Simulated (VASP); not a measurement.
An input for Quantum ESPRESSO's pw.x (written as the equivalent of a VASP run, and not itself run):

```
&CONTROL
  calculation = 'vc-relax'
  pseudo_dir = './pseudo'
  outdir = './out'
  tprnfor = .true.
  tstress = .true.
  nstep = 60
  forc_conv_thr = 0.00039
/
&SYSTEM
  ibrav = 0
  nat = 2
  ntyp = 2
  ecutwfc = 80
  occupations = 'smearing'
  smearing = 'methfessel-paxton'
  degauss = 0.00735
  input_dft = 'pbe'
/
&ELECTRONS
  conv_thr = 7.3e-08
  electron_maxstep = 100
/
&IONS
/
&CELL
/
ATOMIC_SPECIES
  In 114.818 In.upf
  Sb 121.760 Sb.upf
CELL_PARAMETERS angstrom
     0.0000000    3.3163908    3.3163908
     3.3163908   -0.0000000    3.3163908
     3.3163908    3.3163908    0.0000000
ATOMIC_POSITIONS crystal
  In   0.0000000  0.0000000  0.0000000
  Sb   0.2500000  0.2500000  0.2500000
K_POINTS automatic
  9 9 9 0 0 0
```

### Question
Write the VASP files for the same calculation (PBE).

### Answer
This is not unique; one that fits is 
**INCAR**
```
! general
SYSTEM   =  InSb
PREC     =  Accurate
ENCUT    =  400
LREAL    =  .FALSE.
LASPH    =  .TRUE.

! electronic loop
EDIFF    =  1E-6
NELM     =  100
ALGO     =  Normal
LMAXMIX  =  4

! smearing
ISMEAR   =  1
SIGMA    =  0.1

! functional
GGA      =  PE

! ions
IBRION   =  2
NSW      =  60
ISIF     =  3
EDIFFG   =  -0.01

! output
LWAVE    =  .FALSE.
LCHARG   =  .FALSE.
```

**KPOINTS**
```
Regular mesh
0
Gamma
  9 9 9
```

File POSCAR:
```
InSb
1.0
  0.0000000000   3.3163907709   3.3163907709
  3.3163907709   0.0000000000   3.3163907709
  3.3163907709   3.3163907709   0.0000000000
In Sb
1 1
Direct
  0.0000000000   0.0000000000   0.0000000000
  0.2500000000   0.2500000000   0.2500000000
```

POTCAR, in this order: In_d Sb (PBE.64 set). Program: vasp_std.

Limits of the translation: the potentials are each code's own (VASP's PAW set, PseudoDojo norm-conserving files in pw.x), so ENCUT and ecutwfc are chosen apart and not converted; conv_thr bounds pw.x's estimated SCF error, while EDIFF bounds the energy change between steps; forc_conv_thr acts on force components and is met together with etot_conv_thr.

The compound is InSb in the zinc blende structure. It was relaxed first, which changed the volume by +7 %. The start is the result of an earlier pass.
